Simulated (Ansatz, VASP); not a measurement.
# TaN in two plane-wave programs, part 2 of 2

One calculation is typed for both programs; each brings its own data sets. How far apart do they land? The cell is taken from a series of runs on this material, whose earlier steps may have relaxed, scaled, displaced or heated it; both programs get it as it stands.

VASP 6.6.1 and Ansatz 0.2.0.

So far: The starting structure; VASP: zone-centre phonons, LDA.

## (3) Ansatz: zone-centre phonons, LDA

Level of this step: Ansatz beside VASP: Kohn-Sham DFT, plane waves, LDA (Ansatz).

Ansatz runs on its PAW soft_1 files.

The same cell, functional (in two slightly different forms), mesh and smearing now go to Ansatz, which takes its cutoff from its data sets.

The input, input.yaml:

```yaml
crystal:
  lattice:
    - [2.9176964719, 0.0, 0.0]
    - [-1.458848236, 2.5267992652, 0.0]
    - [0.0, 0.0, 2.7946608003]
  atoms:
    - { symbol: "N", position: [0.6666666639, 0.3333333361, 0.0] }
    - { symbol: Ta, position: [2.8e-09, -2.8e-09, 0.5] }
kpoints:
  mp_grid: { grid: [18, 18, 16] }
hamiltonian:
  xc: lda
  pseudopotentials: { kind: paw, azcp: { folder: soft_1 }, xc_functional: pbe }
scf:
  occupations: { method: methfessel_paxton, width: 0.2 }
output:
  eigenvalues: true
phonons:
  method: dfpt
```

Run with:

```console
$ ansatz run input.yaml --threads 4 --pin off --max-ram 10240MiB --backend cpu --events-out ev --progress --plain --runs-dir out
```

Numbers of over 12 decimals in the logs are rounded to 6 here.

Output:

```text
zone centre: on kpoints.mp_grid the ground state, and the responses unless they are solved on pairs of k-points, stand on 819 of the mesh's 5184 k-points, reduced under 4 symmetry operations, with k and −k counted as one. Each operation leaves every solved displacement unchanged or reverses it
Engine: ansatz 0.2.0, aarch64-unknown-linux-gnu
Pseudopotentials: kind: paw
Pseudopotential: N, paw, valence charge 5, recommended cutoff 420 eV (normal), soft_1/N.paw.azcp
Pseudopotential: Ta, paw, valence charge 13, recommended cutoff 420 eV (normal), soft_1/Ta.paw.azcp
Functional definition: SPW92
  exchange = slater_x
  correlation = pw_c
Crystal: 2 atoms, lattice volume = 20.603 Å³
Basis set: ecut = 420 eV, 405 PW (Γ), exchange–correlation on 40×40×40 points (8 copies of the dense FFT grid, shifted against one another)
Bands: 13, of which v1, the nominal top of the filled ones, is band 9 counted from 1 (8 counted from 0)
Symmetry: 12 space group operations
k-points: 819 of 5184 (irreducible under 4 space group operations, time reversal used)
Non-local potential: N, projectors of the file, l = 0: 2, l = 1: 2, l = 2: 1
Non-local potential: Ta, projectors of the file, l = 0: 3, l = 1: 2, l = 2: 2, l = 3: 1
PAW form: soft (Blöchl's): semilocal exchange-correlation on the pseudo side does not see the compensation charge
PAW frozen core: N, regenerated for the run's functional, and the local potential with it (the file was generated under x = pbe(κ = 0.804, μ = 0.219515), c = pbe(β = 0.066725))
PAW frozen core: Ta, regenerated for the run's functional, and the local potential with it (the file was generated under x = pbe(κ = 0.804, μ = 0.219515), c = pbe(β = 0.066725))
PAW one-centre angular grid: N, 110 points (default); XC on 64 Gauss nodes
PAW one-centre angular grid: Ta, 590 points (default); XC on 64 Gauss nodes
Initial density: superposition of atomic densities (chi_scale 0.1, normalization cell, long waves kept (reshape's long-wave potential 0.00 eV rms))
Initial wavefunctions: pseudopotential atomic-orbital guess
Functional: x = slater, c = lda
SCF iter   1: F=—  HF=-10060.053317 eV  |F-HF|=—  |Δ(HF+E_count)|=         —  Δρ=4.91e-2  dr2=2.91e-1  ethr=3.10e-3  ⟨swp⟩=5.0  Hψ=52731  notcnv=0
preconditioner: auto → none  [metal: Δε(μ)=0.089 eV  Ē_g=11.554 eV  σ=0.200 eV  W_gap=0.36  n_scr=8 (ndim 8)  ℏωp=25.9 eV  f_vac=0.000  D(μ)=0.05/eV (n_scr^D=0)  sad-step TF]
SCF iter   2: F=—  HF=-10060.031431 eV  |F-HF|=—  |Δ(HF+E_count)|=   2.19e-2  S|Δr|=    0.00e0  Δρ=3.06e-2  dr2=1.22e-1  ethr=1.62e-3  ⟨swp⟩=1.0  Hψ=17199  notcnv=0
SCF iter   3: F=—  HF=-10060.010532 eV  |F-HF|=—  |Δ(HF+E_count)|=   2.09e-2  S|Δr|=    0.00e0  Δρ=1.61e-3  dr2=2.36e-4  ethr=6.78e-4  ⟨swp⟩=2.4  Hψ=14119  notcnv=0
SCF iter   4: F=—  HF=-10060.010605 eV  |F-HF|=—  |Δ(HF+E_count)|=   7.25e-5  S|Δr|=    0.00e0  Δρ=3.47e-4  dr2=2.60e-5  ethr=1.31e-6  ⟨swp⟩=2.3  Hψ=16352  notcnv=0
SCF iter   5: F=—  HF=-10060.010597 eV  |F-HF|=—  |Δ(HF+E_count)|=   7.30e-6  S|Δr|=    0.00e0  Δρ=3.80e-5  dr2=8.42e-8  ethr=1.45e-7  ⟨swp⟩=2.6  Hψ=15961  notcnv=0
SCF iter   6: F=—  HF=-10060.010598 eV  |F-HF|=—  |Δ(HF+E_count)|=   6.24e-7  S|Δr|=    0.00e0  Δρ=4.55e-6  dr2=2.02e-9  ethr=4.68e-10  ⟨swp⟩=2.4  Hψ=17471  notcnv=0
SCF iter   7: F=—  HF=-10060.010598 eV  |F-HF|=—  |Δ(HF+E_count)|=  3.97e-10  S|Δr|=    0.00e0  Δρ=1.11e-6  dr2=1.72e-10  ethr=1.12e-11  ⟨swp⟩=2.1  Hψ=15272  notcnv=0
SCF iter   8: F=-10060.010598 eV  HF=-10060.010598 eV  |F-HF|=7.28e-12  |Δ(HF+E_count)|=  5.64e-11  S|Δr|=    0.00e0  Δρ=7.28e-8  dr2=4.49e-13  ethr=1.00e-12  ⟨swp⟩=4.1  Hψ=50179  notcnv=0
SCF 1 converged in 8 iterations: F = -10060.010598 eV  dr2 = 4.49e-13
  greatest PAW one-centre occupation: 0.999 electrons in one spin orbital (limit 2), on the Ta atom at site 1 (counted from 0), in its partial waves of l = 0
DFPT response loops at Γ: preconditioner auto → Kerker (q_TF=auto, 2.668 Å⁻¹) (partly filled bands, converged f_vac=0.000); β = 1.00, the filter's whole step (`scf.mixing.beta` (0.50) is not read by the response loops under this deck's `scf.mixing.preconditioner`; to damp them name `kerker` or `kerker_dos`, under which they read `scf.mixing.beta`, and type it under 1.00, their step now; both keys bind the ground state too); Broyden in place of MSR1
SCF converged after 8 iterations
Stability not checked: this state was not tested for a lower state beside it, because cold or Methfessel-Paxton smearing, or corrected tetrahedra, fill the levels in a way that the test cannot read (fill_not_monotonic; see scf.lower_state_search)
Free energy (F): -10060.010598 eV
Harris-Foulkes:  -10060.010598 eV  (|F-HF|=7.28e-12)
Internal energy: -10060.011597 eV  (E = F + TS)
E sigma→0 (E₀):  -10060.010848 eV
Entropy (-TS):   0.000999 eV (0.499 meV/atom)
Fermi energy:    20.710600 eV
--- Per-component energies (eV) ---
  E_band       = -42.395168
  E_kinetic    = 527.043806
  E_local      = -567.431758  (includes V_loc(G=0)·N_el)
  E_nonlocal   = 30.481001
  E_hartree    = 204.301911
  E_xc         = -379.724428
  E_vxc        = -312.034001  (∫ρ·V_xc dr)
  E_paw        = -8176.895152  (= ΣΔE_a)
  E_vpaw       = -129.058944  (= ΣTr[D̂ρ^β])
  E_aug_tail   = 0.000897  (compensation charges beyond the density's cutoff)
  E_ewald      = -1698.126916
  E_core_change = 0.339041  (= ΣΔE_core)
  E_smearing   = 0.000999  (= −TS)
  E_closure    = 0.000000  (closes the sum)
  Σ components = -10060.010598   (vs F -10060.010598, Δ=0.00e0)
--- Band table (eV; the first three rows and the last of 819) ---
  k-point 0: bands = [... 5 lower, 15.8219, 15.8219, 16.4145, 17.9740, 23.2154, 24.6891, 24.6891, 25.0391]
  k-point 1: bands = [... 5 lower, 15.8573, 15.8573, 16.1614, 18.1807, 23.3578, 23.9602, 23.9602, 25.6008]
  k-point 2: bands = [... 5 lower, 15.5277, 15.9585, 15.9585, 18.7296, 23.0551, 23.0551, 23.7415, 25.9953]
  k-point 818: bands = [... 5 lower, 12.7794, 13.7014, 16.5906, 19.8352, 25.0413, 26.2726, 27.1613, 28.2497]
--- Phonons (Γ-DFPT): 4 representative perturbations + reference, on 819 of 5184 k-points (Σ response iterations 12) ---
  k mesh reduced under 4 symmetry operations, with k and −k counted as one. Each operation leaves every solved displacement unchanged or reverses it
  ASR residual: 3.761e-5 → 0.000e0 eV/Å²; symmetrization residual: 2.252e-6 eV/Å²
  ASR residual per site (eV/Å²): 3.09e-5 3.76e-5
  Γ frequencies (cm⁻¹): 0.00 0.00 0.00 558.17 558.17 597.75
  non-analytic LO–TO correction: not included (Born effective charges unavailable; polar crystals: no LO–TO splitting at Γ)
```

Reading the cycles: dr2 is the Hartree energy of the density residual (eV), the measure of convergence; HF is the Harris–Foulkes estimate of the energy, which meets the free energy F at convergence.

## (4) Comparison

Known differences besides the potentials themselves: the two LDA forms differ slightly; the data sets hold 18 valence electrons in Ansatz (on its PAW soft_1 files) and 16 in VASP; the cutoff is 420 eV in Ansatz and 600 eV in VASP; VASP's log shows a relativistic correction to its local exchange, Ansatz's none. Total energies have different zeros and are not compared.

The two programs side by side:

```tsv
quantity	Ansatz	VASP	difference
optical mode 1 to 2 (cm⁻¹)	558.2	561.6	-0.61 %
optical mode 3 (cm⁻¹)	597.8	602.2	-0.73 %
```

Modes are paired by rising frequency, not by their patterns, so a pair may set unlike modes beside each other; they are those without the splitting of longitudinal modes.

## (5) Outcome

```
r.m.s. difference of the optical zone-centre modes, each program's sorted by frequency (zone-centre phonons, LDA) : 3.8 cm⁻¹
difference in optical mode 3 (zone-centre phonons, LDA)                                                           : -0.7 %
```

The r.m.s. difference of the optical zone-centre modes, each program's sorted by frequency is 3.8 cm⁻¹ (zone-centre phonons, LDA). The data sets hold unlike numbers of valence electrons (18 in Ansatz and 16 in VASP), so part of the differences comes from the potentials. Among the rows given in per cent, the largest difference of the zone-centre phonons, LDA pair is in optical mode 3, -0.7 %. Such differences can come from data sets, numerical settings and the points named under the comparisons, not from the functional's error against experiment.

[Lines on the potential files, build, host, timing and source positions are cut from VASP's logs without a mark.]

[Logs are printed without paths, hosts, clocks, repeated set-up lines and the standing remarks that a program may print on its own settings, such as how far it seeks lower states.]

[Hosts, paths, dates, database ids (printed as entryN), source tags and the programs' standing remarks are cut or masked in the printed files.]
